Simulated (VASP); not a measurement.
Input of a VASP 6.6.1 run:

Contents of INCAR:

```
SYSTEM = Al15CrN16
ALGO = Normal
EDIFF = 1E-5
EDIFFG = -0.03
ENCUT = 450
GGA = PS
IBRION = 2
ISIF = 2
ISMEAR = 0
ISPIN = 2
LASPH = .TRUE.
LCHARG = .FALSE.
LDAU = .TRUE.
LDAUJ = 0 0 0
LDAUL = 2 -1 -1
LDAUPRINT = 1
LDAUTYPE = 2
LDAUU = 3 0 0
LMAXMIX = 4
LORBIT = 11
LREAL = Auto
LWAVE = .FALSE.
MAGMOM = 4 0 0 0 0 0 0 0 0 0 0 0 0 0 0 0 0 0 0 0 0 0 0 0 0 0 0 0 0 0 0 0
NELECT = 138.0
NELM = 120
NSW = 40
PREC = Accurate
SIGMA = 0.03
```

The input KPOINTS:

```
k-points
0
G
  3 3 2
  0 0 0
```

POSCAR

```
Al15CrN16
1.0
    6.2200008610      0.0000000000      0.0000000000
   -3.1100004305      5.3866787572      0.0000000000
    0.0000000000      0.0000000000      9.9600000000
Cr Al N
1 15 16
Direct
    0.3333333333      0.1666666667      0.0000000000
    0.3333333333      0.1666666667      0.5000000000
    0.3333333333      0.6666666667      0.0000000000
    0.3333333333      0.6666666667      0.5000000000
    0.8333333333      0.1666666667      0.0000000000
    0.8333333333      0.1666666667      0.5000000000
    0.8333333333      0.6666666667      0.0000000000
    0.8333333333      0.6666666667      0.5000000000
    0.1666666667      0.3333333333      0.2500000000
    0.1666666667      0.3333333333      0.7500000000
    0.1666666667      0.8333333333      0.2500000000
    0.1666666667      0.8333333333      0.7500000000
    0.6666666667      0.3333333333      0.2500000000
    0.6666666667      0.3333333333      0.7500000000
    0.6666666667      0.8333333333      0.2500000000
    0.6666666667      0.8333333333      0.7500000000
    0.3333333333      0.1666666667      0.1910000000
    0.3333333333      0.1666666667      0.6910000000
    0.3333333333      0.6666666667      0.1910000000
    0.3333333333      0.6666666667      0.6910000000
    0.8333333333      0.1666666667      0.1910000000
    0.8333333333      0.1666666667      0.6910000000
    0.8333333333      0.6666666667      0.1910000000
    0.8333333333      0.6666666667      0.6910000000
    0.1666666667      0.3333333333      0.4410000000
    0.1666666667      0.3333333333      0.9410000000
    0.1666666667      0.8333333333      0.4410000000
    0.1666666667      0.8333333333      0.9410000000
    0.6666666667      0.3333333333      0.4410000000
    0.6666666667      0.3333333333      0.9410000000
    0.6666666667      0.8333333333      0.4410000000
    0.6666666667      0.8333333333      0.9410000000
```

Potentials or basis: VASP PAW PBE potentials, release 64 (Cr_pv, Al, N).

Launch:

```sh
$ cat potpaw_PBE.64/Cr_pv/POTCAR potpaw_PBE.64/Al/POTCAR potpaw_PBE.64/N/POTCAR > POTCAR
$ mpirun -np 1 vasp_std > vasp.out
```

What does it give for the net moment?

4.00 μB per cell.

What does it give for the site moments?

Cr +3.42; Al +0.00, +0.01; N -0.01, -0.00, +0.00, +0.01 μB.

Forces in eV/Å, atoms in the order of the input:
```
Cr   0.000  0.000  0.007
Al   0.000  0.000 -0.026
Al  -0.002 -0.001  0.004
Al   0.004  0.002 -0.001
Al   0.000  0.002  0.004
Al   0.000 -0.005 -0.001
Al   0.002 -0.001  0.004
Al  -0.004  0.002 -0.001
Al  -0.007  0.004 -0.005
Al   0.001  0.000  0.005
Al   0.000 -0.009 -0.005
Al   0.000  0.001  0.005
Al   0.007  0.004 -0.005
Al  -0.001  0.000  0.005
Al   0.000  0.000  0.004
Al   0.000  0.000  0.015
N    0.000  0.000  0.002
N    0.000  0.000 -0.004
N    0.001  0.001 -0.012
N    0.003  0.001  0.009
N    0.000 -0.001 -0.012
N    0.000 -0.003  0.009
N   -0.001  0.001 -0.012
N   -0.003  0.001  0.009
N   -0.013  0.008  0.003
N    0.002 -0.001 -0.001
N    0.000 -0.015  0.003
N    0.000  0.002 -0.001
N    0.013  0.008  0.003
N   -0.002 -0.001 -0.001
N    0.000  0.000  0.004
N    0.000  0.000 -0.005
```

Caveat: the PAW data sets were made with another functional, which shifts forces and pressure a little; only a ferromagnetic start was run, and an antiferromagnetic order may lie lower in energy. The state reached can hang on the start; a lower one may exist.
